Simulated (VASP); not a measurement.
Here is the system:

```yaml
crystal:
  lattice:
    - [0.00000, 2.27315, 2.27315]
    - [2.27315, 0.00000, 2.27315]
    - [2.27315, 2.27315, 0.00000]
  atoms:
    - { symbol: B, position: [0.00000, 0.00000, 0.00000] }
    - { symbol: P, position: [0.25000, 0.25000, 0.25000] }
```

The numbers are results of PBE GGA, VASP's PBE PAW potentials (set 64) (plane waves; VASP), not measurements. Settings: 600 eV cut-off, 10×10×10 Γ-centred mesh, Gaussian smearing of 0.050 eV, potentials B P.

Problem. What does the run give for the energy per atom (σ→0)?

Solution. 
```json
{
 "energy per atom (σ→0)": "-6.466 eV/atom"
}
```

Only differences to runs with the same potentials and settings are physical.

The compound is BP in the zinc blende structure. It was relaxed first.
